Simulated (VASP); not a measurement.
**TaSbSe and the effect of the functional**

The cell as given:

```cif
data_structure
_symmetry_space_group_name_H-M 'P4/mmm'
_symmetry_Int_Tables_number 123
_cell_length_a 3.6296
_cell_length_b 3.6296
_cell_length_c 5.6345
_cell_angle_alpha 90.000
_cell_angle_beta 90.000
_cell_angle_gamma 90.000
_cell_volume 74.23
loop_
_atom_site_label
_atom_site_type_symbol
_atom_site_symmetry_multiplicity
_atom_site_Wyckoff_symbol
_atom_site_fract_x
_atom_site_fract_y
_atom_site_fract_z
_atom_site_occupancy
Ta1 Ta 1 a 0.00000 0.00000 0.00000 1
Sb1 Sb 1 b 0.00000 0.00000 0.50000 1
Se1 Se 1 c 0.50000 0.50000 0.00000 1
```

The cell comes from a database or a generator and needn't be the stable form of this composition.

Kept alike: task relaxation of cell and atoms; k mesh 7 × 7 × 5; occupations fermi-dirac, width 0.05 eV; no spin polarisation. Program: VASP, PAW files Sb, Se, Ta_pv, 600 eV. The mesh is that of the run's cell of 3 atoms. No spin-orbit coupling.

| functional | volume (Å³/atom) | first edge of the run's cell (Å) | third edge of the run's cell (Å) |
| --- | --- | --- | --- |
| AM05 | 23.747 | 3.576 | 5.572 |
| BLYP | 26.360 | 3.719 | 5.718 |
| LDA | 23.356 | 3.557 | 5.537 |
| PBE | 24.755 | 3.629 | 5.638 |
| PBEsol | 23.823 | 3.580 | 5.575 |
| PW91 | 24.842 | 3.634 | 5.642 |
| RPBE | 25.249 | 3.655 | 5.671 |
| optB88-vdW | 24.903 | 3.641 | 5.636 |
| rev-vdW-DF2 | 24.441 | 3.614 | 5.613 |
| revPBE | 25.103 | 3.647 | 5.661 |
| vdW-DF-cx | 24.072 | 3.595 | 5.587 |

The relaxations keep at least the cell's symmetry (P4/mmm). For a metal such a mesh leaves the last digits unconverged. Relaxations stop with a little pressure left, so the last digits of a volume or edge aren't settled. Potentials were made for PBE (AM05, BLYP, PBE, PBEsol, PW91, RPBE, optB88-vdW, rev-vdW-DF2, revPBE, vdW-DF-cx); LDA (LDA).

What does the functional change here?

The volume runs from 23.356 (LDA) to 26.360 Å³/atom (BLYP). From PBE: AM05 -1.008; BLYP +1.605; LDA -1.399; PBEsol -0.932; PW91 +0.087; RPBE +0.494; optB88-vdW +0.148; rev-vdW-DF2 -0.314; revPBE +0.348; vdW-DF-cx -0.683. The first edge of the run's cell runs from 3.557 (LDA) to 3.719 Å (BLYP). From PBE: AM05 -0.053; BLYP +0.090; LDA -0.072; PBEsol -0.049; PW91 +0.005; RPBE +0.026; optB88-vdW +0.012; rev-vdW-DF2 -0.015; revPBE +0.018; vdW-DF-cx -0.034. The third edge of the run's cell runs from 5.537 (LDA) to 5.718 Å (BLYP). From PBE: AM05 -0.066; BLYP +0.080; LDA -0.101; PBEsol -0.063; PW91 +0.004; RPBE +0.033; optB88-vdW -0.002; rev-vdW-DF2 -0.025; revPBE +0.023; vdW-DF-cx -0.051.
